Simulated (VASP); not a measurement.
Crystal: TaSn.

```
Ta Sn
1.0
     0.00000    2.91225    2.91225
     2.91225    0.00000    2.91225
     2.91225    2.91225    0.00000
Ta Sn
1 1
Direct
  0.00000 0.00000 0.00000
  0.50000 0.50000 0.50000
```

The cell was built by a generator and needn't be a form met in nature.

| Property | Result |
| --- | --- |
| Program | VASP 6.6.1 |
| Task | relaxation of cell and atoms |
| Functional | PBE |
| Potentials or basis | VASP PAW PBE potentials, release 64 (Ta_pv, Sn_d) |
| Cutoff | 520 eV |
| k mesh | 6 × 6 × 6 |
| Occupations | gaussian, width 0.15 eV |
| Spin | no spin polarisation |

At the start: pressure -8.7 GPa; volume 24.70 Å³/atom.

Where does the relaxation end?

Over 3 steps the energy falls by 66.1 meV/atom and the volume is 22.55 Å³/atom (-8.7 %); space group Fm-3m (No. 225, to 0.05 Å).

The path:
| step | energy change (eV) | largest force (eV/Å) | pressure (GPa) | volume (Å³) |
| --- | --- | --- | --- | --- |
| 1 | 0.0000 | 0.0000 | -8.73 | 49.40 |
| 2 | 0.0741 | 0.0000 | 15.63 | 40.39 |
| 3 | -0.1323 | 0.0000 | -0.06 | 45.10 |

Final structure:
```yaml
crystal:
  lattice:
    - [0.00000, 2.82515, 2.82515]
    - [2.82515, 0.00000, 2.82515]
    - [2.82515, 2.82515, 0.00000]
  atoms:
    - { symbol: Ta, position: [0.00000, 0.00000, 0.00000] }
    - { symbol: Sn, position: [0.50000, 0.50000, 0.50000] }
```
